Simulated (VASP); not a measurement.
Calculation: r2SCAN meta-GGA with spin-orbit coupling, VASP's PBE PAW potentials (set 64) (plane waves; VASP 6.6.1).

The input files of a VASP run:

POSCAR:
```
Zn
1
    1.3239444383    -2.2931394530    -0.0000000000
    1.3239444383     2.2931394530     0.0000000000
    0.0000000000    -0.0000000000     4.6581489617
Zn
2
Direct
  0.3333330000   0.6666670000   0.2500000000
  0.6666670000   0.3333330000   0.7500000000
```

**KPOINTS**
```
Automatic
0
Gamma
  14 14 7
```

**INCAR**
```
SYSTEM = Zn
PREC = Accurate; ENCUT = 400; LREAL = F
LASPH = T
EDIFF = 1E-6; NELM = 100; ALGO = Normal
LMAXMIX = 4; LMIXTAU = T
ISMEAR = 0; SIGMA = 0.05
METAGGA = R2SCAN; GGA_COMPAT = F
MAGMOM = 0 0 0 0 0 0
LSORBIT = T
LWAVE = F; LCHARG = F
```

### KPOINTS_OPT
```
k-points along high-symmetry lines
5
Line-mode
Reciprocal
  0.000000   0.000000   0.000000 ! GAMMA
 -0.000000   0.500000   0.000000 ! M

 -0.000000   0.500000   0.000000 ! M
 -0.333333   0.666667   0.000000 ! K

 -0.333333   0.666667   0.000000 ! K
  0.000000   0.000000   0.000000 ! GAMMA

  0.000000   0.000000   0.000000 ! GAMMA
  0.000000   0.000000   0.500000 ! A

  0.000000   0.000000   0.500000 ! A
 -0.000000   0.500000   0.500000 ! L

 -0.000000   0.500000   0.500000 ! L
 -0.333333   0.666667   0.500000 ! H

 -0.333333   0.666667   0.500000 ! H
  0.000000   0.000000   0.500000 ! A

 -0.000000   0.500000   0.500000 ! L
 -0.000000   0.500000   0.000000 ! M

 -0.333333   0.666667   0.500000 ! H
 -0.333333   0.666667   0.000000 ! K
```

POTCAR, in this order: Zn (PBE.64 set). Program: vasp_ncl.

Question: What does the run give for the energy per atom (σ→0), band gap (over mesh and band path)?

Answer: 
```yaml
energy per atom (σ→0): -8.900 eV/atom
band gap (over mesh and band path): none (metal, semimetal or under 0.01 eV)
```

File OSZICAR:
```
...
DAV:  11    -0.177986390358E+02   -0.18165E-02   -0.61379E-03  6408   0.629E-01    0.774E-02
DAV:  12    -0.177967069305E+02    0.19321E-02   -0.47373E-04  6960   0.215E-01    0.101E-01
DAV:  13    -0.177985869136E+02   -0.18800E-02   -0.76215E-04  6424   0.405E-01    0.186E-02
DAV:  14    -0.177992308865E+02   -0.64397E-03   -0.20532E-04  6408   0.167E-01    0.145E-02
DAV:  15    -0.177992452848E+02   -0.14398E-04   -0.19413E-05  6976   0.402E-02    0.133E-02
DAV:  16    -0.177992449293E+02    0.35543E-06   -0.15566E-06  5432   0.101E-02
   1 F= -.17799245E+02 E0= -.17799059E+02  d E =-.371587E-03  mag=     0.0000     0.0000     0.0000
       N       E                     dE             ncg
```

The compound is Zn in the hcp structure. It was relaxed first, which changed the volume by -7 %.
